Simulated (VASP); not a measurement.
Here is the system:

```xyz
1
Lattice="0.0000 2.0011 2.0011 2.0011 0.0000 2.0011 2.0011 2.0011 0.0000" Properties=species:S:1:pos:R:3 pbc="T T T"
Al     0.0000     0.0000     0.0000
```

Method: revTPSS meta-GGA, VASP's PBE PAW potentials (set 64) (plane waves; VASP). Run with 520 eV cut-off, 17×17×17 Γ-centred mesh, tetrahedra with Blöchl corrections, potentials Al.

Give the energies of bands 1 to 4 at the high-symmetry points, in eV from the Fermi level.

| band | Γ | X | U | L | W |
|---|---|---|---|---|---|
| 1 | -11.39 | -3.03 | -1.98 | -4.75 | -0.92 |
| 2 | 12.68 | -1.64 | -1.46 | -4.45 | -0.92 |
| 3 | 12.68 | 5.15 | -0.35 | 11.48 | 0.05 |
| 4 | 12.68 | 5.76 | 6.74 | 11.48 | 1.32 |

It has no gap at this level: it comes out as a metal or semimetal.

The compound is Al in the fcc structure. It was relaxed first.
